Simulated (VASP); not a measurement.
Here is the system:

```yaml
crystal:
  lattice:
    - [0.00000, 2.75910, 2.75910]
    - [2.75910, 0.00000, 2.75910]
    - [2.75910, 2.75910, 0.00000]
  atoms:
    - { symbol: Zn, position: [0.00000, 0.00000, 0.00000] }
    - { symbol: S, position: [0.25000, 0.25000, 0.25000] }
```

Calculation: PBE GGA, VASP's PBE PAW potentials (set 64) (plane waves; VASP 6.6.1). Numerical set-up: 400 eV cut-off, 6×6×6 Γ-centred mesh, Gaussian smearing of 0.050 eV, potentials Zn S.

Problem. Estimate the energy per atom (σ→0), pressure, band gap (on the k-mesh) with the smallest direct gap where there is one.

Solution. 
The band gap (on the k-mesh) is 1.84 eV and the smallest direct gap (on the k-mesh) comes out as 1.84 eV. The energy per atom (σ→0) is -3.418 eV/atom and the pressure is -2.67 GPa.

The absolute energy has meaning only against runs of the same code, potentials and settings.

The compound is ZnS in the zinc blende structure. The cell was not relaxed at this level.
